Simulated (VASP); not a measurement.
Here is a VASP 6.6.1 calculation.

File POSCAR:

```
Ge                                      
1.0
   -0.0000000000      2.8896707898      2.8896707898
    2.8896707898      0.0000000000      2.8896707898
    2.8896707898      2.8896707898      0.0000000000
  Ge            
     2
Direct
     1.0000000000000000    0.0000000000000000    1.0000000000000000
     0.2500000000000000    0.2500000000000000    0.2500000000000000
```

INCAR.step1

```
SYSTEM = Ge
PREC = Accurate ; ENCUT = 520
EDIFF = 1E-7 ; ISMEAR = 0
SIGMA = 1.0 ; LREAL = .False.
LASPH = .True. ; NELM = 60
ALGO = Normal ; ISIF = 2
LWAVE = .False. ; LCHARG = .True.
GGA = PE ; NBANDS = 21
```

File KPOINTS.step1:

```
Automatic mesh
0
Gamma
  10 10 10
  0 0 0
```

The input INCAR.step2:

```
SYSTEM = Ge
PREC = Accurate ; ENCUT = 520
EDIFF = 1E-7 ; ISMEAR = 0
SIGMA = 0.05 ; LREAL = .False.
LASPH = .True. ; NELM = 60
ALGO = Normal ; ISIF = 2
LWAVE = .False. ; LCHARG = .False.
GGA = PE ; NBANDS = 21
ICHARG = 11
```

KPOINTS.step2

```
path GXWKGLUWLK,UX
20
line-mode
reciprocal
 0.0000000000  0.0000000000  0.0000000000  G
 0.5000000000  0.0000000000  0.5000000000  X

 0.5000000000  0.0000000000  0.5000000000  X
 0.5000000000  0.2500000000  0.7500000000  W

 0.5000000000  0.2500000000  0.7500000000  W
 0.3750000000  0.3750000000  0.7500000000  K

 0.3750000000  0.3750000000  0.7500000000  K
 0.0000000000  0.0000000000  0.0000000000  G

 0.0000000000  0.0000000000  0.0000000000  G
 0.5000000000  0.5000000000  0.5000000000  L

 0.5000000000  0.5000000000  0.5000000000  L
 0.6250000000  0.2500000000  0.6250000000  U

 0.6250000000  0.2500000000  0.6250000000  U
 0.5000000000  0.2500000000  0.7500000000  W

 0.5000000000  0.2500000000  0.7500000000  W
 0.5000000000  0.5000000000  0.5000000000  L

 0.5000000000  0.5000000000  0.5000000000  L
 0.3750000000  0.3750000000  0.7500000000  K

 0.6250000000  0.2500000000  0.6250000000  U
 0.5000000000  0.0000000000  0.5000000000  X
```

Potentials or basis: VASP PAW PBE potentials, release 64 (Ge_d).

Launch:

```bash
$ cat potpaw_PBE.64/Ge_d/POTCAR > POTCAR
$ cp INCAR.step1 INCAR
$ cp KPOINTS.step1 KPOINTS
$ mpirun -np 1 vasp_std > vasp.out
$ cp INCAR.step2 INCAR
$ cp KPOINTS.step2 KPOINTS
$ mpirun -np 1 vasp_std > vasp.out
```

Question: What does it give for the band gap along the path?

Answer: None (metal or under the smearing width).

Levels at the corners of the path, in eV from the Fermi level:
| point | band 11 | band 12 | band 13 | band 14 | band 15 | band 16 | band 17 | band 18 |
| --- | --- | --- | --- | --- | --- | --- | --- | --- |
| Γ | -12.33 | -0.57 | -0.03 | -0.03 | -0.03 | 2.50 | 2.50 | 2.50 |
| X | -8.69 | -8.69 | -2.89 | -2.89 | 0.80 | 0.80 | 8.97 | 8.97 |
| X | -8.69 | -8.69 | -2.89 | -2.89 | 0.80 | 0.80 | 8.97 | 8.97 |
| W | -8.61 | -8.61 | -3.64 | -3.64 | 4.04 | 4.04 | 4.65 | 4.65 |
| W | -8.61 | -8.61 | -3.64 | -3.64 | 4.04 | 4.04 | 4.65 | 4.65 |
| K | -9.15 | -8.13 | -4.04 | -2.48 | 1.17 | 3.93 | 6.80 | 7.05 |
| K | -9.15 | -8.13 | -4.04 | -2.48 | 1.17 | 3.93 | 6.80 | 7.05 |
| Γ | -12.33 | -0.57 | -0.03 | -0.03 | -0.03 | 2.50 | 2.50 | 2.50 |
| Γ | -12.33 | -0.57 | -0.03 | -0.03 | -0.03 | 2.50 | 2.50 | 2.50 |
| L | -10.40 | -7.35 | -1.34 | -1.34 | -0.03 | 3.69 | 3.69 | 7.06 |
| L | -10.40 | -7.35 | -1.34 | -1.34 | -0.03 | 3.69 | 3.69 | 7.06 |
| U | -9.15 | -8.13 | -4.04 | -2.48 | 1.17 | 3.93 | 6.80 | 7.05 |
| U | -9.15 | -8.13 | -4.04 | -2.48 | 1.17 | 3.93 | 6.80 | 7.05 |
| W | -8.61 | -8.61 | -3.64 | -3.64 | 4.04 | 4.04 | 4.65 | 4.65 |
| W | -8.61 | -8.61 | -3.64 | -3.64 | 4.04 | 4.04 | 4.65 | 4.65 |
| L | -10.40 | -7.35 | -1.34 | -1.34 | -0.03 | 3.69 | 3.69 | 7.06 |
| L | -10.40 | -7.35 | -1.34 | -1.34 | -0.03 | 3.69 | 3.69 | 7.06 |
| K | -9.15 | -8.13 | -4.04 | -2.48 | 1.17 | 3.93 | 6.80 | 7.05 |
| U | -9.15 | -8.13 | -4.04 | -2.48 | 1.17 | 3.93 | 6.80 | 7.05 |
| X | -8.69 | -8.69 | -2.89 | -2.89 | 0.80 | 0.80 | 8.97 | 8.97 |

Caveat: the log is that of the step along the path at fixed density, whose energy, stress, charges and moments have no meaning; this crystal is a semiconductor, whose small gap the functional closes, so the metal is an error of the method.

**Experimental background.**

“Electronic and optical properties of SixGe1-x-ySny alloys lattice-matched to Ge”, 2021, arxiv:2109.02782 reports, for a bulk crystal of Ge at 300 K: band gap 0.807 eV (direct).

A measured gap of Ge is 0.807 eV (direct; 300 K; “Electronic and optical properties of SixGe1-x-ySny alloys lattice-matched to Ge”, 2021, arxiv:2109.02782); the calculated 0.00 eV misses it by -0.81 eV. 3 values of this kind are on record (0.666 to 0.807 eV); this one was drawn at random among those near their median. Spin-orbit coupling on Ge is left out. The value is that of PBE, without temperature or zero-point motion. Semilocal functionals fall short of measured gaps as a rule.
